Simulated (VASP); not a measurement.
# LiBe2 (P-6m2) in VASP: further runs

Runs on LiBe2. Level: PBE. Tasks: single point, relaxation of cell and atoms.

Program: VASP 6.6.1. These are calculated values, not measurements. Logs are shortened: lines on timing, memory, paths and dates and some standing lists are left out, and cuts for length are marked.

### 1 Starting point

Symmetry: P-6m2, No. 187, hexagonal system. The conventional cell has a = 3.856 Å, b = 3.856 Å, c = 2.188 Å, α = 90.00°, β = 90.00°, γ = 120.00°. Around Li (site symmetry -6m2) lie 2 Li at 2.19 Å and 9 Be at 2.23 to 2.48 Å. Be (site symmetry -6m2) has 8 Be at 2.19 to 2.48 Å and 6 Li at 2.48 Å as nearest neighbours. Be (site symmetry -6m2) is surrounded by 8 Be at 2.19 to 2.48 Å and 3 Li at 2.23 Å.

The cell was built by a generator and needn't be a form met in nature.

### 2 Single point, PBE

Input file INCAR:

```
PREC     = Accurate       # precision mode
ENCUT    = 520            # plane-wave cutoff, eV
EDIFF    = 1E-6           # SCF threshold, eV
ISMEAR   = 0              # smearing method
SIGMA    = 0.1            # smearing width, eV
LREAL    = False          # projectors in reciprocal space
LASPH    = True           # aspherical terms in the spheres
NELM     = 100            # most SCF steps
ALGO     = Fast           # electronic algorithm
ISIF     = 2              # what is computed and relaxed
LWAVE    = False          # write WAVECAR
LCHARG   = False          # write CHGCAR
GGA      = PE             # functional
NBANDS   = 10             # bands
```

Input file KPOINTS:

```
Automatic mesh
0
Gamma
  12 12 20
```

Input file POSCAR:

```
LiBe2
1.0
    3.8556692364      0.0000000000      0.0000000000
   -1.9278346182      3.3391075073      0.0000000000
    0.0000000000      0.0000000000      2.1875367236
Li Be
1 2
Direct
    0.6666666667      0.3333333333      0.5000000000
    0.0000000000      0.0000000000      0.0000000000
    0.3333333333      0.6666666667      0.5000000000
```

Potentials or basis: VASP PAW PBE potentials, release 64 (Li_sv, Be).

Command:

```sh
$ cat potpaw_PBE.64/Li_sv/POTCAR potpaw_PBE.64/Be/POTCAR > POTCAR
$ mpirun -np 1 vasp_std > vasp.out
```

OUTCAR:

```text
PREC = Accurate
   ENCUT = 520
   EDIFF = 1E-6
   ISMEAR = 0
   LREAL = False
   LASPH = True
   NELM = 100
   ISIF = 2
   GGA = PE

 ion  position               nearest neighbor table
   1  0.667  0.333  0.500-   3 2.23   3 2.23   3 2.23   2 2.48   2 2.48   2 2.48   2 2.48   2 2.48
                             2 2.48
   2  0.000  0.000  0.000-   1 2.48   1 2.48   1 2.48   1 2.48   1 2.48   1 2.48
   3  0.333  0.667  0.500-   1 2.23   1 2.23   1 2.23

  LATTYP: Found a hexagonal cell.
 ALAT       =     3.8556692364
 C/A-ratio  =     0.5673559088

  Lattice vectors:

 A1 = (   3.8556692364,   0.0000000000,   0.0000000000)
 A2 = (  -1.9278346182,   3.3391075073,   0.0000000000)
 A3 = (   0.0000000000,   0.0000000000,   2.1875367236)

Analysis of symmetry for initial positions (statically):
=====================================================================
 Subroutine PRICEL returns:
 Original cell was already a primitive cell.

 Routine SETGRP: Setting up the symmetry group for a
 hexagonal supercell.

 Subroutine GETGRP returns: Found 12 space group operations
 (whereof 12 operations were pure point group operations)
 out of a pool of 24 trial point group operations.

The static configuration has the point symmetry D_3h.

Analysis of symmetry for dynamics (positions and initial velocities):
=====================================================================
 Subroutine PRICEL returns:
 Original cell was already a primitive cell.

 Routine SETGRP: Setting up the symmetry group for a
 hexagonal supercell.

 Subroutine GETGRP returns: Found 12 space group operations
 (whereof 12 operations were pure point group operations)
 out of a pool of 24 trial point group operations.

The dynamic configuration has the point symmetry D_3h.

 Subroutine INISYM returns: Found 12 space group operations
 (whereof 12 operations are pure point group operations),
 and found     1 'primitive' translations

----------------------------------------------------------------------------------------

                                     Primitive cell

  volume of cell :      28.1634

  direct lattice vectors                    reciprocal lattice vectors
     3.855669236  0.000000000  0.000000000     0.259358347  0.149740611  0.000000000
    -1.927834618  3.339107507  0.000000000     0.000000000  0.299481223  0.000000000
     0.000000000  0.000000000  2.187536724     0.000000000  0.000000000  0.457135183

  length of vectors
     3.855669236  3.855669236  2.187536724     0.299481223  0.299481223  0.457135183

  position of ions in fractional coordinates (direct lattice)
     0.666666667  0.333333333  0.500000000
     0.000000000  0.000000000  0.000000000
     0.333333333  0.666666667  0.500000000

  ion indices of the primitive-cell ions
   primitive index   ion index
                 1           1
                 2           2
                 3           3

----------------------------------------------------------------------------------------

 KPOINTS: Automatic mesh

Automatic generation of k-mesh.
 Grid dimensions read from file:
 generate k-points for:   12   12   20

 Generating k-lattice:

  Cartesian coordinates                     Fractional coordinates (reciprocal lattice)
     0.021613196  0.012478384  0.000000000     0.083333333  0.000000000  0.000000000
     0.000000000  0.024956769  0.000000000     0.000000000  0.083333333  0.000000000
     0.000000000  0.000000000  0.022856759     0.000000000  0.000000000  0.050000000

  Length of vectors
     0.024956769  0.024956769  0.022856759

  Shift w.r.t. Gamma in fractional coordinates (k-lattice)
     0.000000000  0.000000000  0.000000000

 Subroutine IBZKPT returns following result:
 ===========================================

 Found    209 irreducible k-points:

 Following reciprocal coordinates:
            Coordinates               Weight
  0.000000  0.000000  0.000000      1.000000
  0.083333  0.000000  0.000000      6.000000
  0.166667  0.000000  0.000000      6.000000
  0.250000  0.000000  0.000000      6.000000
  0.333333  0.000000  0.000000      6.000000
  0.416667  0.000000  0.000000      6.000000
[... 16 lines left out ...]
  0.250000  0.000000  0.050000     12.000000
  0.333333  0.000000  0.050000     12.000000
 [... further k-points ...]
   k-points           NKPTS =    209   k-points in BZ     NKDIM =    209   number of bands    NBANDS=     10
   number of dos      NEDOS =    301   number of ions     NIONS =      3
   total plane-waves  NPLWV =  14400
   dimension x,y,z NGX =    30 NGY =   30 NGZ =   16
   dimension x,y,z NGXF=    60 NGYF=   60 NGZF=   32
   ions per type =               1   2
   NGX,Y,Z   is equivalent  to a cutoff of  12.94, 12.94, 12.16 a.u.
   NGXF,Y,Z  is equivalent  to a cutoff of  25.87, 25.87, 24.32 a.u.
 SYSTEM =  unknown system
   PREC   = accura    normal or accurate (medium, high low for compatibility)
   ISTART =      0    job   : 0-new  1-cont  2-samecut
   ICHARG =      2    charge: 1-file 2-atom 10-const
   ISPIN  =      1    spin polarized calculation?
   LNONCOLLINEAR =      F non collinear calculations
   LSORBIT =      F    spin-orbit coupling
   LASPH  =      T    aspherical Exc in radial PAW
   ENCUT  =  520.0 eV  38.22 Ry    6.18 a.u.   7.17  7.17  4.07*2*pi/ulx,y,z
   NELM   =    100;   NELMIN=  2; NELMDL= -5     # of ELM steps
   EDIFF  = 0.1E-05   stopping-criterion for ELM
   LREAL  =      F    real-space projection
   EDIFFG = 0.1E-04   stopping-criterion for IOM
   NSW    =      0    number of steps for IOM
   IBRION =     -1    ionic relax: 0-MD 1-quasi-New 2-CG
   NFREE  =      0    steps in history (QN), initial steepest desc. (CG)
   ISIF   =      2    stress and relaxation
   ISYM   =      2    0-nonsym 1-usesym 2-fastsym
   POTIM  = 0.5000    time-step for ionic-motion
   TEBEG  =    0.0;   TEEND  =   0.0 temperature during run
   PSTRESS=    0.0 pullay stress
   NELECT =       7.0000    total number of electrons
   NUPDOWN=      -1.0000    fix difference up-down
   EMIN   =  10.00;   EMAX   =-10.00  energy-range for DOS
   EFERMI =   0.00;   METHOD = LEGACY
   ISMEAR =     0;   SIGMA  =   0.10  broadening in eV -4-tet -1-fermi 0-gaus
   EFERMI_NEDOS =   21; number of points for ismear=-14 and -15
   IALGO  =     68    algorithm
   IMIX   =      4    mixing-type and parameters
     AMIX     =   0.40;   BMIX     =  1.00
     AMIX_MAG =   1.60;   BMIX_MAG =  1.00
  volume/ion in A,a.u.               =       9.39        63.35
  Fermi-wavevector in a.u.,A,eV,Ry     =   1.029309  1.945112 14.415053  1.059477
  Thomas-Fermi vector in A             =   2.163350
   LORBIT       =      0    0 simple, 1 ext, 2 COOP (PROOUT), +10 PAW based schemes
   GGA     = PE    functional components
   LHFCALC =     F    Hartree Fock is set to
   AEXX    =    0.0000 exact exchange contribution
   IVDW    =     0    specifies the selected vdW correction
   LEPSILON=     F    determine dielectric tensor
   LRPA    =     F    only Hartree local field effects (RPA)
 non-spin polarized calculation
 RMM-DIIS sequential band-by-band and
 Gauss-broadening in eV      SIGMA  =   0.10
  energy-cutoff  :      520.00
  volume of cell :       28.16
 maximum number of plane-waves:       784
 NGX is ok and might be reduce to    30
   NGX = 15   NGY = 15   NGZ =  9

 number of electron       7.0000002 magnetization

 Free energy of the ion-electron system (eV)
  ---------------------------------------------------
  ext. energy  EPLUGINS =         0.00000000
  ---------------------------------------------------
  free energy    TOTEN  =        -9.00488684 eV

  energy without entropy =       -9.00339142  energy(sigma->0) =       -9.00413913

 E-fermi :   4.3739     XC(G=0):  -9.7789

 val. band max:        4.3044893291   @ k =   0.1667   0.0000   0.2500
 cond. band min:       4.3912326425   @ k =   0.0833   0.0000   0.1000
 fundamental gap:      0.0867433134
 Fermi energy:         4.3739248702

 k-point     1 :       0.0000    0.0000    0.0000
  band No.  band energies     occupation
      1     -41.2181      2.00000
      2      -3.7501      2.00000
      3       4.5645      0.00703
      4       4.5645      0.00703
      5       6.0949      0.00000
      6       6.0949      0.00000
      7       9.3686      0.00000
      8      14.7973      0.00000
      9      18.7318      0.00000
     10      24.0325      0.00000

 k-point     2 :       0.0833    0.0000    0.0000
  band No.  band energies     occupation
      1     -41.2181      2.00000
      2      -3.6901      2.00000
      3       3.8732      2.00000
      4       4.0902      1.99994
      5       6.5535      0.00000
      6       6.7449      0.00000
      7       9.7018      0.00000
      8      14.9471      0.00000
      9      18.8014      0.00000
     10      23.4389      0.00000

 k-point     3 :       0.1667    0.0000    0.0000
  band No.  band energies     occupation
      1     -41.2178      2.00000
      2      -3.5107      2.00000
      3       2.7265      2.00000
      4       3.3831      2.00000
      5       7.0261      0.00000
      6       7.9775      0.00000
      7      10.6593      0.00000
      8      15.4060      0.00000
      9      19.0074      0.00000
     10      22.3814      0.00000

 k-point     4 :       0.2500    0.0000    0.0000
  band No.  band energies     occupation
      1     -41.2175      2.00000
      2      -3.2152      2.00000
      3       1.5881      2.00000
      4       2.7862      2.00000
      5       7.2515      0.00000
      6       9.4441      0.00000
      7      11.9878      0.00000
      8      16.1817      0.00000
      9      19.3391      0.00000
     10      21.0415      0.00000

 k-point     5 :       0.3333    0.0000    0.0000
  band No.  band energies     occupation
      1     -41.2173      2.00000
      2      -2.8144      2.00000
      3       0.5583      2.00000
      4       2.3491      2.00000
      5       7.3508      0.00000
      6      11.0800      0.00000
      7      13.4017      0.00000
      8      17.2243      0.00000
      9      19.2124      0.00000
     10      19.5938      0.00000

 k-point     6 :       0.4167    0.0000    0.0000
  band No.  band energies     occupation
      1     -41.2171      2.00000
      2      -2.3541      2.00000
      3      -0.2871      2.00000
      4       2.0843      2.00000
      5       7.3938      0.00000
      6      12.8209      0.00000
      7      14.7259      0.00000
      8      17.2113      0.00000
      9      17.8437      0.00000
     10      18.7886      0.00000
[... 183 lines left out ...]
 k-point    21 :       0.0833    0.0000    0.0500
  band No.  band energies     occupation
      1     -41.2139      2.00000
      2      -3.6345      2.00000
      3       3.9451      2.00000
      4       4.1655      1.99679
      5       6.6234      0.00000
      6       6.8195      0.00000
      7       9.6706      0.00000
      8      14.7988      0.00000
      9      18.3608      0.00000
     10      23.4813      0.00000

 k-point    22 :       0.1667    0.0000    0.0500
  band No.  band energies     occupation
      1     -41.2137      2.00000
      2      -3.4549      2.00000
      3       2.7943      2.00000
      4       3.4588      2.00000
      5       7.0796      0.00000
      6       8.0512      0.00000
      7      10.6429      0.00000
      8      15.2633      0.00000
      9      18.5333      0.00000
     10      22.3354      0.00000

 k-point    23 :       0.2500    0.0000    0.0500
  band No.  band energies     occupation
      1     -41.2134      2.00000
      2      -3.1586      2.00000
      3       1.6525      2.00000
      4       2.8620      2.00000
      5       7.2902      0.00000
      6       9.5165      0.00000
      7      11.9797      0.00000
      8      16.0508      0.00000
      9      18.7995      0.00000
     10      21.0708      0.00000

 k-point    24 :       0.3333    0.0000    0.0500
  band No.  band energies     occupation
      1     -41.2132      2.00000
      2      -2.7568      2.00000
      3       0.6200      2.00000
      4       2.4251      2.00000
      5       7.3807      0.00000
      6      11.1503      0.00000
      7      13.3933      0.00000
      8      17.1061      0.00000
      9      19.0402      0.00000
     10      19.2737      0.00000

 [... further k-points ...]
[... 5 lines left out ...]
  --------------------------------------------------------------------------------------
  -------------------------------------------------------------------------------------
  Total        0.0162750      0.0162750      0.0118321      0.0000000     -0.0000000      0.0000000
  in kB        0.9258636      0.9258636      0.6731127      0.0000000     -0.0000000      0.0000000
  external PRESSURE =       0.8416133 kB  Pullay stress =       0.0000000 kB

 VOLUME and BASIS-vectors are now :
 -----------------------------------------------------------------------------
  energy-cutoff  :      520.00
  volume of cell :       28.16
      direct lattice vectors                 reciprocal lattice vectors
     3.855669236  0.000000000  0.000000000     0.259358347  0.149740611  0.000000000
    -1.927834618  3.339107507  0.000000000     0.000000000  0.299481223  0.000000000
     0.000000000  0.000000000  2.187536724     0.000000000  0.000000000  0.457135183

 POSITION                                       TOTAL-FORCE (eV/Angst)
 -----------------------------------------------------------------------------------
      1.92783      1.11304      1.09377        -0.000000      0.000000      0.000000
      0.00000      0.00000      0.00000        -0.000000      0.000000      0.000000
     -0.00000      2.22607      1.09377         0.000000     -0.000000      0.000000
 -----------------------------------------------------------------------------------
    total drift:                               -0.000000      0.000000      0.000000

  FREE ENERGIE OF THE ION-ELECTRON SYSTEM (eV)
  ---------------------------------------------------
  free  energy   TOTEN  =        -9.0048868405 eV

  energy  without entropy=       -9.0033914205  energy(sigma->0) =       -9.00413913
```

Wall time 38 s (1 thread of AMD EPYC 9R45 (Zen 5), shared host); peak memory 0.14 GiB.

Results:

```yaml
Free_energy: -9.0049 eV
Band_gap_on_the_k_mesh: none (metal or under the smearing width)
```

Caveat: the cutoff is under 1.25 times the usual one of these potentials, so pressure, stress and relaxed cells hold a basis-set (Pulay) error.

### 3 Relaxation of cell and atoms, PBE

Input file INCAR:

```
SYSTEM = LiBe2
PREC = Accurate
ENCUT = 600
EDIFF = 1E-6
ISMEAR = 0
SIGMA = 0.1
LREAL = .False.
LASPH = .True.
NELM = 100
ALGO = Normal
ISIF = 3
LWAVE = .False.
LCHARG = .False.
GGA = PE
IBRION = 2
NSW = 100
EDIFFG = -0.01
```

Input file KPOINTS:

```
Automatic mesh
0
Gamma
  12 12 20
  0 0 0
```

Input file POSCAR:

```
LiBe2
1.0
    3.8632048239      0.0000000000      0.0000000000
   -1.9316024119      3.3456335175      0.0000000000
    0.0000000000      0.0000000000      2.1814598074
Li Be
1 2
Direct
    0.6666666667      0.3333333333      0.5000000000
    0.0000000000      0.0000000000      0.0000000000
    0.3333333333      0.6666666667      0.5000000000
```

Potentials or basis: VASP PAW PBE potentials, release 64 (Li_sv, Be).

Command:

```sh
$ cat potpaw_PBE.64/Li_sv/POTCAR potpaw_PBE.64/Be/POTCAR > POTCAR
$ mpirun -np 1 vasp_std > vasp.out
```

It took 29 s on 1 thread of AMD EPYC 9R45 (Zen 5), shared host; peak memory 0.15 GiB.

It converged, with:

| Quantity | Value |
| --- | --- |
| Free energy | -9.0056 eV |
| Energy gained by relaxing | 0.1 meV/atom |
| Ionic steps | 2 |
| Pressure after relaxing | -0.1 GPa |
| Band gap on the k mesh | none (metal or under the smearing width) |

Stress tensor (GPa, compression positive):
```
-0.12  0.00  0.00
 0.00 -0.12  0.00
 0.00  0.00  0.05
```

Step by step:
```csv
step,energy change (eV),largest force (eV/Å),pressure (GPa),volume (Å³)
1,0.0000,0.0000,0.00,28.20
2,-0.0004,0.0000,-0.06,28.19
```

Final structure:
```cif
data_structure
_symmetry_space_group_name_H-M 'P 1'
_symmetry_Int_Tables_number 1
_cell_length_a 3.8580
_cell_length_b 3.8580
_cell_length_c 2.1873
_cell_angle_alpha 90.000
_cell_angle_beta 90.000
_cell_angle_gamma 120.000
_cell_volume 28.19
loop_
_atom_site_label
_atom_site_type_symbol
_atom_site_fract_x
_atom_site_fract_y
_atom_site_fract_z
_atom_site_occupancy
Li1 Li 0.66667 0.33333 0.50000 1
Be1 Be 0.00000 0.00000 0.00000 1
Be2 Be 0.33333 0.66667 0.50000 1
```

Levels at points of the mesh, in eV from the Fermi level:
```tsv
k point	band 1	band 2	band 3	band 4	band 5	band 6	band 7
(0.00, 0.00, 0.00)	-45.59	-8.12	0.19	0.19	1.72	1.72	4.98
(0.50, 0.00, 0.00)	-45.59	-6.45	-5.07	-2.38	3.02	9.70	11.13
(0.00, 0.00, 0.50)	-45.42	-3.12	-2.08	6.51	6.51	6.66	7.17
(0.50, 0.00, 0.50)	-45.42	-1.51	-1.49	1.40	3.27	4.61	5.56
```

Caveat: the cutoff is under 1.25 times the usual one of these potentials, so pressure, stress and relaxed cells hold a basis-set (Pulay) error.

(Continued in part 2 of 2.)
